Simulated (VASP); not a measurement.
Data:

```
CELL_PARAMETERS angstrom
      0.00000     3.39482     3.39482
      3.39482     0.00000     3.39482
      3.39482     3.39482     0.00000
ATOMIC_POSITIONS crystal
  Zr 0.00000 0.00000 0.00000
  As 0.25000 0.25000 0.25000
```

These are r2SCAN meta-GGA, VASP's PBE PAW potentials (set 64) (plane waves; VASP) values and carry that method's errors. Run with 400 eV cut-off, 9×9×9 Γ-centred mesh, first-order Methfessel-Paxton smearing of 0.10 eV, potentials Zr_sv As.

Energy and stress use the plane-wave basis of the starting cell.

Q: The ions, cell shape and volume are relaxed. What does this cell relax into?

A: 
```
CELL_PARAMETERS angstrom
      0.00000     3.01952     3.01952
      3.01952     0.00000     3.01952
      3.01952     3.01952     0.00000
ATOMIC_POSITIONS crystal
  Zr 0.00000 0.00000 0.00000
  As 0.25000 0.25000 0.25000
```
Space group F-43m (216), at a tolerance of 0.03 Å.

Q: How do energy and volume change from the first to the last step?

A: The energy (σ→0) changes by -673.2 meV/atom and the volume by -29.6 %, in 6 ionic steps.

The structure was generated: ZrAs was put into the zinc blende type (F-43m), which need not be its known phase. This run relaxes it. Symmetry was kept, so distortions that lower it aren't found. The electron count is odd and the run is not spin-polarised, which forces a metal.
